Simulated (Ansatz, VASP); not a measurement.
# TiW26 (W wire along [111], 3 atoms a period): VASP beside Ansatz, part 2 of 3

Wanted: the spread between two codes on one cell, functional and k mesh. Of the first pair: The structure shown is the start of the Ansatz relaxation below; VASP solves that cell, so the two are compared at the walk's first step.

VASP 6.6.1 and Ansatz 0.2.0.

So far: Starting point; Ansatz: relaxation, PBE.

**3. VASP: single point, PBE, start cell, pair 1**

Level of this step: PBE, zero-moment start; plane waves and PAW (W, Ti_sv) (VASP).

The same cell, functional, mesh and smearing now go to VASP, with its own data sets.

Lines of VASP's logs that name or quote its potential files are left out, and so is its time.

Input file INCAR:

```
SYSTEM = TiW26
PREC = Accurate
ENCUT = 520
EDIFF = 1E-06
NELM = 200
ISMEAR = -1
SIGMA = 0.1
LREAL = .FALSE.
ALGO = Normal
GGA = PE
NBANDS = 104
ISPIN = 2
MAGMOM = -0 0 -0 0 -0 0 -0 0 -0 0 -0 -0 0 0 -0 -0 0 -0 0 -0 0 -0 0 -0 0 -0 -0
LASPH = .TRUE.
LMAXMIX = 4
LORBIT = 11
LWAVE = .FALSE.
LCHARG = .FALSE.
ISIF = 2
GGA_COMPAT = .FALSE.
```

Input file POSCAR:

```
TiW26
1.0
    9.0420000000      0.0000000000      0.0000000000
    0.0000000000      9.3880000000      0.0000000000
    0.0000000000      0.0000000000     23.5446548928
W Ti
26 1
Direct
    0.3844659367      0.3764743289      0.0003172270
    0.3844659367      0.6235570942      0.0367197992
    0.6070390400      0.5000156583      0.0740740949
    0.3844659367      0.3764743289      0.1114283480
    0.3844659367      0.6235570942      0.1478309203
    0.6070390400      0.5000156583      0.1851851734
    0.3844659367      0.3764743289      0.2225394691
    0.3844659367      0.6235570942      0.2589420413
    0.6070390400      0.5000156583      0.2962962945
    0.3844659367      0.3764743289      0.3336505477
    0.3844659367      0.6235570942      0.3700531199
    0.6070390400      0.5000156583      0.4074074156
    0.3844659367      0.3764743289      0.4447616687
    0.6070390400      0.5000156583      0.5185185366
    0.3844659367      0.3764743289      0.5558727898
    0.3844659367      0.6235570942      0.5922753620
    0.6070390400      0.5000156583      0.6296296152
    0.3844659367      0.3764743289      0.6669839108
    0.3844659367      0.6235570942      0.7033864831
    0.6070390400      0.5000156583      0.7407407362
    0.3844659367      0.3764743289      0.7780949894
    0.3844659367      0.6235570942      0.8144976041
    0.6070390400      0.5000156583      0.8518518573
    0.3844659367      0.3764743289      0.8892061105
    0.3844659367      0.6235570942      0.9256086827
    0.6070390400      0.5000156583      0.9629629784
    0.3844659367      0.6235570942      0.4811642410
```

Input file KPOINTS:

```
Automatic mesh
0
Gamma
1 1 1
0 0 0
```

The projector-augmented-wave data sets are W and Ti_sv (PBE family, release 64).

The run is started by

```bash
mpirun -np 4 vasp_gam
```

Numbers of over 12 decimals in the logs are rounded to 6 here.

The program printed:

```text
[banner, memory and clock lines left out]
running    4 mpi-ranks, on    1 nodes
 distrk:  each k-point on    4 cores,    1 groups
 distr:  one band on    1 cores,    4 groups

 POSCAR found type information on POSCAR W Ti
 POSCAR found :  2 types and      27 ions
|                                                                             |
|               ----> ADVICE to this user running VASP <----                  |
|                                                                             |
|     You have a (more or less) 'large supercell' and for larger cells it     |
|     might be more efficient to use real-space projection operators.         |
|     Therefore, try LREAL= Auto in the INCAR file.                           |
|     Mind: For very accurate calculation, you might also keep the            |
|     reciprocal projection scheme (i.e. LREAL=.FALSE.).                      |
|                                                                             |

 LDA part: xc-table for (Slater+PW92), standard interpolation
 POSCAR, INCAR and KPOINTS ok, starting setup
 FFT: planning ... GRIDC
 FFT: planning ... GRID_SOFT
 FFT: planning ... GRID
 WAVECAR not read
 entering main loop
       N       E                     dE             d eps       ncg     rms          rms(c)
DAV:   1     0.108723941103E+04    0.10872E+04   -0.63893E+04   448   0.128E+03
DAV:   2    -0.599812876686E+02   -0.11472E+04   -0.10869E+04   576   0.248E+02
DAV:   3    -0.276818392580E+03   -0.21684E+03   -0.20781E+03   632   0.101E+02
DAV:   4    -0.296748960104E+03   -0.19931E+02   -0.19288E+02   640   0.300E+01
DAV:   5    -0.298254660003E+03   -0.15057E+01   -0.14612E+01   688   0.719E+00    0.816E+01
DAV:   6    -0.274781721324E+03    0.23473E+02   -0.74341E+01   584   0.189E+01    0.427E+01
DAV:   7    -0.308426658899E+03   -0.33645E+02   -0.15141E+02   720   0.369E+01    0.276E+01
DAV:   8    -0.276204358869E+03    0.32222E+02   -0.13148E+02   800   0.409E+01    0.150E+01
DAV:   9    -0.270066119549E+03    0.61382E+01   -0.54414E+01   720   0.187E+01    0.583E+00
DAV:  10    -0.270375408905E+03   -0.30929E+00   -0.11529E+01   640   0.873E+00    0.317E+00
DAV:  11    -0.270531954361E+03   -0.15655E+00   -0.15214E+00   720   0.418E+00    0.314E+00
DAV:  12    -0.270291988244E+03    0.23997E+00   -0.81856E-01   736   0.349E+00    0.201E+00
DAV:  13    -0.270269521879E+03    0.22466E-01   -0.36220E-01   744   0.174E+00    0.145E+00
DAV:  14    -0.270243774188E+03    0.25748E-01   -0.16460E-01   720   0.126E+00    0.755E-01
[...]
DAV:  24    -0.270254203908E+03   -0.15026E-03   -0.95226E-05   656   0.230E-02    0.165E-02
DAV:  25    -0.270254210870E+03   -0.69619E-05   -0.42637E-05   624   0.148E-02    0.118E-02
DAV:  26    -0.270254211042E+03   -0.17238E-06   -0.22046E-05   536   0.904E-03    0.729E-03
DAV:  27    -0.270254217279E+03   -0.62366E-05   -0.12863E-05   424   0.596E-03    0.570E-03
DAV:  28    -0.270254220407E+03   -0.31284E-05   -0.75810E-06   288   0.358E-03    0.348E-03
DAV:  29    -0.270254223271E+03   -0.28638E-05   -0.65236E-06   280   0.302E-03    0.223E-03
DAV:  30    -0.270254224386E+03   -0.11151E-05   -0.51694E-06   304   0.231E-03    0.171E-03
DAV:  31    -0.270254224982E+03   -0.59600E-06   -0.40382E-06   256   0.206E-03
   1 F= -.27025422E+03 E0= -.26961752E+03  d E =-.127342E+01  mag=     0.0026
```

OUTCAR, selected parts (step 3):

```text
ion  position               nearest neighbor table
   1  0.384  0.376  0.000-   2 2.47  26 2.48  24 2.62   4 2.62   3 2.90  25 2.91
   2  0.384  0.624  0.037-   1 2.47   3 2.48  25 2.62   5 2.62  26 2.90   4 2.91
   3  0.607  0.500  0.074-   4 2.48   2 2.48   6 2.62  26 2.62   5 2.90   1 2.90
   4  0.384  0.376  0.111-   5 2.47   3 2.48   1 2.62   7 2.62   6 2.90   2 2.91
   5  0.384  0.624  0.148-   4 2.47   6 2.48   8 2.62   2 2.62   3 2.90   7 2.91
   6  0.607  0.500  0.185-   7 2.48   5 2.48   3 2.62   9 2.62   4 2.90   8 2.90
   7  0.384  0.376  0.223-   8 2.47   6 2.48  10 2.62   4 2.62   9 2.90   5 2.91
   8  0.384  0.624  0.259-   7 2.47   9 2.48  11 2.62   5 2.62   6 2.90  10 2.91
   9  0.607  0.500  0.296-  10 2.48   8 2.48  12 2.62   6 2.62   7 2.90  11 2.90
  10  0.384  0.376  0.334-  11 2.47   9 2.48   7 2.62  13 2.62  12 2.90   8 2.91
  11  0.384  0.624  0.370-  10 2.47  12 2.48   8 2.62  27 2.62   9 2.90  13 2.91
  12  0.607  0.500  0.407-  13 2.48  11 2.48  14 2.62   9 2.62  27 2.90  10 2.90
  13  0.384  0.376  0.445-  27 2.47  12 2.48  10 2.62  15 2.62  14 2.90  11 2.91
  14  0.607  0.500  0.519-  15 2.48  27 2.48  17 2.62  12 2.62  16 2.90  13 2.90
  15  0.384  0.376  0.556-  16 2.47  14 2.48  18 2.62  13 2.62  17 2.90  27 2.91
  16  0.384  0.624  0.592-  15 2.47  17 2.48  27 2.62  19 2.62  14 2.90  18 2.91
  17  0.607  0.500  0.630-  18 2.48  16 2.48  14 2.62  20 2.62  15 2.90  19 2.90
  18  0.384  0.376  0.667-  19 2.47  17 2.48  21 2.62  15 2.62  20 2.90  16 2.91
  19  0.384  0.624  0.703-  18 2.47  20 2.48  22 2.62  16 2.62  17 2.90  21 2.91
  20  0.607  0.500  0.741-  21 2.48  19 2.48  17 2.62  23 2.62  18 2.90  22 2.90
  21  0.384  0.376  0.778-  22 2.47  20 2.48  18 2.62  24 2.62  23 2.90  19 2.91
  22  0.384  0.624  0.814-  21 2.47  23 2.48  25 2.62  19 2.62  20 2.90  24 2.91
  23  0.607  0.500  0.852-  24 2.48  22 2.48  20 2.62  26 2.62  25 2.90  21 2.90
  24  0.384  0.376  0.889-  25 2.47  23 2.48   1 2.62  21 2.62  26 2.90  22 2.91
  25  0.384  0.624  0.926-  24 2.47  26 2.48  22 2.62   2 2.62  23 2.90   1 2.91
  26  0.607  0.500  0.963-   1 2.48  25 2.48   3 2.62  23 2.62   2 2.90  24 2.90
  27  0.384  0.624  0.481-  13 2.47  14 2.48  16 2.62  11 2.62  12 2.90  15 2.91

  LATTYP: Found a simple orthorhombic cell.
 ALAT       =     9.0420000000
 B/A-ratio  =     1.0382658704
 C/A-ratio  =     2.6039211339

 Subroutine GETGRP returns: Found  1 space group operations
 (whereof  1 operations were pure point group operations)

The static configuration has the point symmetry C_1 .

 Found      1 irreducible k-points:

   k-points           NKPTS =      1   k-points in BZ     NKDIM =      1   number of bands    NBANDS=    104

   dimension x,y,z NGX =    70 NGY =   70 NGZ =  180
   dimension x,y,z NGXF=   140 NGYF=  140 NGZF=  360

   ENCUT  =  520.0 eV  38.22 Ry    6.18 a.u.  16.81 17.46 43.78*2*pi/ulx,y,z

   NELECT =     168.0000    total number of electrons

 k-points in reciprocal lattice and weights: Automatic mesh
   0.00000000  0.00000000  0.00000000       1.000

 average (electrostatic) potential at core
       1 -47.0024       2 -46.9959       3 -46.9849       4 -47.0005       5 -46.9920
       6 -46.9812       7 -47.0094       8 -47.0153       9 -47.0142      10 -47.0045
      11 -46.9335      12 -46.9202      13 -46.7915      14 -46.7895      15 -46.9260
      16 -46.9342      17 -46.9950      18 -47.0237      19 -47.0151      20 -47.0028
      21 -46.9876      22 -46.9918      23 -46.9926      24 -46.9931      25 -46.9962
      26 -46.9960      27 -82.0557

 E-fermi :  -1.5213

 spin component 1
 k-point     1 :       0.0000    0.0000    0.0000
  band No.  band energies     occupation
    ...
     80      -1.7388      0.89793
     81      -1.6851      0.83719
     82      -1.6612      0.80194
     83      -1.6316      0.75081
     84      -1.5278      0.51607
     85      -1.5154      0.48509
     86      -1.4964      0.43796
     87      -1.4090      0.24535
     88      -1.2610      0.06895
     89      -1.2129      0.04376
    ...

 spin component 2
 k-point     1 :       0.0000    0.0000    0.0000
  band No.  band energies     occupation
    ...
     80      -1.7387      0.89788
     81      -1.6850      0.83705
     82      -1.6610      0.80174
     83      -1.6315      0.75060
     84      -1.5277      0.51604
     85      -1.5152      0.48462
     86      -1.4964      0.43792
     87      -1.4088      0.24512
     88      -1.2611      0.06900
     89      -1.2127      0.04367
    ...

  Total       -7.8482333     -6.8827762    -11.8544873     -1.2425529      0.6481329      0.7177327
  in kB       -6.2914764     -5.5175251     -9.5030595     -0.9960831      0.5195708      0.5753650
  external PRESSURE =      -7.1040203 kB  Pullay stress =       0.0000000 kB

  energy-cutoff  :      520.00
  volume of cell :     1998.62
      direct lattice vectors                 reciprocal lattice vectors
     9.042000000  0.000000000  0.000000000     0.110595001  0.000000000  0.000000000
     0.000000000  9.388000000  0.000000000     0.000000000  0.106518960  0.000000000
     0.000000000  0.000000000 23.544654893     0.000000000  0.000000000  0.042472485

 POSITION                                       TOTAL-FORCE (eV/Angst)
 -----------------------------------------------------------------------------------
      3.47634      3.53434      0.00747         0.268044      0.464980      0.001338
      3.47634      5.85395      0.86455         0.224826     -0.451149      0.008772
      5.48885      4.69415      1.74405        -0.443253     -0.022611     -0.019230
      3.47634      3.53434      2.62354         0.255327      0.439931      0.006381
      3.47634      5.85395      3.48063         0.197832     -0.407270     -0.014705
      5.48885      4.69415      4.36012        -0.498086     -0.023454     -0.015347
      3.47634      3.53434      5.23961         0.249550      0.484055      0.007758
      3.47634      5.85395      6.09670         0.362296     -0.569423      0.168049
      5.48885      4.69415      6.97619        -0.575825      0.076958     -0.184613
      3.47634      3.53434      7.85569         0.263951      0.466809      0.250466
      3.47634      5.85395      8.71277         0.252570     -0.699307     -0.250833
      5.48885      4.69415      9.59227        -0.731199     -0.113433      0.450660
      3.47634      3.53434     10.47176         0.630436     -0.022493     -0.402475
      5.48885      4.69415     12.20834        -0.288824     -0.531384      0.353448
      3.47634      3.53434     13.08783         0.435233      0.592021     -0.437645
      3.47634      5.85395     13.94492         0.458422     -0.577649      0.238019
      5.48885      4.69415     14.82441        -0.513100      0.000238     -0.217684
      3.47634      3.53434     15.70391         0.221946      0.559086      0.167838
      3.47634      5.85395     16.56099         0.295698     -0.604025     -0.174929
      5.48885      4.69415     17.44048        -0.525763      0.015111     -0.007190
      3.47634      3.53434     18.31998         0.269975      0.436741      0.016787
      3.47634      5.85395     19.17706         0.237928     -0.387644      0.018044
      5.48885      4.69415     20.05656        -0.491950     -0.009311     -0.005258
      3.47634      3.53434     20.93605         0.238741      0.394321      0.020748
      3.47634      5.85395     21.79314         0.260828     -0.429129     -0.010613
      5.48885      4.69415     22.67263        -0.519682     -0.006508     -0.002431
      3.47634      5.85395     11.32885        -0.535919      0.924540      0.034643
 -----------------------------------------------------------------------------------
    total drift:                                0.000526     -0.000209      0.000630

  FREE ENERGIE OF THE ION-ELECTRON SYSTEM (eV)
  ---------------------------------------------------
  free  energy   TOTEN  =      -270.2542249821 eV

  energy  without entropy=     -268.9808099185  energy(sigma->0) =     -269.61751745

 total charge
# of ion       s       p       d       tot
------------------------------------------
    1        0.760   0.419   4.238   5.417
    2        0.762   0.418   4.239   5.418
    3        0.760   0.414   4.239   5.413
    4        0.760   0.420   4.237   5.417
    5        0.761   0.418   4.239   5.418
    6        0.759   0.416   4.237   5.413
    7        0.759   0.420   4.236   5.415
    8        0.758   0.424   4.231   5.414
    9        0.761   0.414   4.236   5.412
   10        0.758   0.414   4.239   5.411
   11        0.764   0.384   4.243   5.391
   12        0.771   0.400   4.245   5.416
   13        0.759   0.375   4.240   5.374
   14        0.758   0.374   4.239   5.370
   15        0.772   0.403   4.247   5.422
   16        0.764   0.384   4.242   5.390
   17        0.757   0.411   4.239   5.407
   18        0.763   0.417   4.236   5.417
   19        0.758   0.425   4.231   5.414
   20        0.758   0.417   4.236   5.410
   21        0.760   0.420   4.238   5.418
   22        0.761   0.418   4.239   5.418
   23        0.759   0.417   4.237   5.412
   24        0.761   0.418   4.239   5.418
   25        0.762   0.418   4.239   5.418
   26        0.759   0.416   4.238   5.412
   27        2.268   6.093   2.109  10.470
--------------------------------------------------
tot         22.051  16.767 112.307 151.126

 magnetization (x)
# of ion       s       p       d       tot
------------------------------------------
    1       -0.000  -0.000  -0.000  -0.000
    2       -0.000  -0.000  -0.000  -0.000
    3        0.000  -0.000   0.000   0.000
    4       -0.000  -0.000  -0.000  -0.000
    5        0.000   0.000   0.000   0.000
    6       -0.000  -0.000  -0.000  -0.000
    7       -0.000   0.000   0.000   0.000
    8        0.000   0.000   0.000   0.000
    9       -0.000  -0.000  -0.000  -0.000
   10        0.000   0.000   0.000   0.000
   11       -0.000  -0.000  -0.001  -0.001
   12        0.000   0.000   0.000   0.000
   13        0.000   0.000  -0.000  -0.000
   14        0.000   0.000   0.000   0.000
   15       -0.000   0.000  -0.000  -0.000
   16        0.000   0.000   0.001   0.001
   17        0.000   0.000  -0.000  -0.000
   18        0.000   0.000   0.001   0.001
   19       -0.000  -0.000  -0.000  -0.000
   20        0.000  -0.000   0.000   0.000
   21        0.000   0.000   0.000   0.000
   22       -0.000  -0.000  -0.000  -0.000
   23       -0.000  -0.000  -0.000  -0.000
   24       -0.000  -0.000  -0.000  -0.000
   25       -0.000  -0.000  -0.000  -0.000
   26       -0.000  -0.000  -0.000  -0.000
   27        0.000   0.000   0.000   0.000
--------------------------------------------------
tot          0.000   0.000   0.001   0.001
```

The data set W keeps the semicore shell frozen, which is cheaper and a little less accurate.

**4. Comparison**

Known differences besides the potentials themselves: the data sets hold 376 valence electrons in Ansatz (on its default PAW (the set named soft_2) files) and 168 in VASP; the cutoff is 340 eV in Ansatz and 520 eV in VASP; Ansatz's log warns that its cutoff lies below the recommended one. Total energies have different zeros and are not compared.

Forces on 8 of the 27 atoms, those with the largest forces and the largest differences (eV/Å; atoms numbered as in POSCAR):

| atom | Ansatz x, y, z | VASP x, y, z |
| --- | --- | --- |
| W11 | -0.005, -0.231, -0.157 | 0.253, -0.699, -0.251 |
| W12 | -0.222, -0.109, 0.459 | -0.731, -0.113, 0.451 |
| W13 | 0.371, -0.233, -0.312 | 0.630, -0.022, -0.402 |
| W14 | 0.024, -0.412, 0.262 | -0.289, -0.531, 0.353 |
| W15 | 0.177, 0.136, -0.451 | 0.435, 0.592, -0.438 |
| W16 | 0.198, -0.112, 0.155 | 0.458, -0.578, 0.238 |
| W19 | 0.040, -0.141, -0.170 | 0.296, -0.604, -0.175 |
| Ti27 | -0.577, 0.996, 0.034 | -0.536, 0.925, 0.035 |

The forces differ by 290 meV/Å r.m.s., which is 79.6 % of the r.m.s. force of 0.364 eV/Å (both taken over all components). Moments aren't recorded for both runs of this pair, so they may hold unlike magnetic states.

**5. Ansatz: relaxation, PBE**

This run makes the geometry at which the two programs are then compared.

The structure compared here is the end of the Ansatz relaxation.

Input file input.yaml:

```yaml
crystal:
  lattice:
    - [9.042, 0.0, 0.0]
    - [0.0, 9.388, 0.0]
    - [0.0, 0.0, 23.5446548928]
  atoms:
    - { symbol: W, position: [0.384465915, 0.376474277, 0.00031723] }
    - { symbol: W, position: [0.384465915, 0.623557057, 0.036719807] }
    - { symbol: W, position: [0.607039028, 0.500015667, 0.074074074] }
    - { symbol: W, position: [0.384465915, 0.376474277, 0.111428341] }
    - { symbol: W, position: [0.384465915, 0.623557057, 0.147830918] }
    - { symbol: W, position: [0.607039028, 0.500015667, 0.185185185] }
    - { symbol: W, position: [0.384465915, 0.376474277, 0.222539452] }
    - { symbol: W, position: [0.384465915, 0.623557057, 0.258942029] }
    - { symbol: W, position: [0.607039028, 0.500015667, 0.296296296] }
    - { symbol: W, position: [0.384465915, 0.376474277, 0.333650563] }
    - { symbol: W, position: [0.384465915, 0.623557057, 0.370053141] }
    - { symbol: W, position: [0.607039028, 0.500015667, 0.407407407] }
    - { symbol: W, position: [0.384465915, 0.376474277, 0.444761674] }
    - { symbol: Ti, position: [0.384465915, 0.623557057, 0.481164252], spin: 2.0 }
    - { symbol: W, position: [0.607039028, 0.500015667, 0.518518519] }
    - { symbol: W, position: [0.384465915, 0.376474277, 0.555872785] }
    - { symbol: W, position: [0.384465915, 0.623557057, 0.592275363] }
    - { symbol: W, position: [0.607039028, 0.500015667, 0.62962963] }
    - { symbol: W, position: [0.384465915, 0.376474277, 0.666983897] }
    - { symbol: W, position: [0.384465915, 0.623557057, 0.703386474] }
    - { symbol: W, position: [0.607039028, 0.500015667, 0.740740741] }
    - { symbol: W, position: [0.384465915, 0.376474277, 0.778095008] }
    - { symbol: W, position: [0.384465915, 0.623557057, 0.814497585] }
    - { symbol: W, position: [0.607039028, 0.500015667, 0.851851852] }
    - { symbol: W, position: [0.384465915, 0.376474277, 0.889206119] }
    - { symbol: W, position: [0.384465915, 0.623557057, 0.925608696] }
    - { symbol: W, position: [0.607039028, 0.500015667, 0.962962963] }
magnetization:
  spin_polarized: true
kpoints:
  mp_grid: { grid: [1, 1, 1] }
scf:
  occupations: { method: fermi_dirac, width: 0.1 }
hamiltonian:
  xc: pbe
relax:
  constraints:
    - { sites: [0, 1, 2, 3, 4, 5, 6, 7, 8, 18, 19, 20, 21, 22, 23, 24, 25, 26] }
  f_tol: 0.07
  max_steps: 30
basis:
  ecutwfc: "340 eV"
```

The run is started by

```bash
ansatz run input.yaml --threads 8 --pin off --max-ram 16384MiB --backend cpu --events-out ev --progress --plain --runs-dir out
```

The program printed:

```text
[...]
Crystal: 27 atoms, lattice volume = 1998.619 Å³
Basis set: ecut = 340 eV, 28485 PW (Γ), exchange–correlation on 120×120×288 points (8 copies of the dense FFT grid, shifted against one another)
Bands: 227, of which v1, the nominal top of the filled ones, is band 188 counted from 1 (187 counted from 0)
Symmetry: 1 space group operations
[...]
- { symbol: W, position: [0.384465915, 0.623557057, 0.258942029] }
[...]
- { symbol: Ti, position: [0.375579, 0.638074, 0.481255] }
[...]
- { symbol: W, position: [0.607039028, 0.500015667, 0.851851852] }
    - { symbol: W, position: [0.384465915, 0.376474277, 0.889206119] }
    - { symbol: W, position: [0.384465915, 0.623557057, 0.925609] }
    - { symbol: W, position: [0.607039028, 0.500015667, 0.962962963] }
[key lines of the parts left out:]
SCF converged after 8 iterations
Magnetization: -0.0003 μB (187.9998 up, 188.0002 down)
Free energy (F): -272428.551916 eV
Fermi energy:    1.597304 eV
```

(Continued in part 3 of 3.)

[Lines on the potential files, build, host, timing and source positions are cut from VASP's logs without a mark.]

[Logs are printed without paths, hosts, clocks, repeated set-up lines and the standing remarks that a program may print on its own settings, such as how far it seeks lower states.]

[Hosts, paths, dates, database ids (printed as entryN), source tags and the programs' standing remarks are cut or masked in the printed files.]
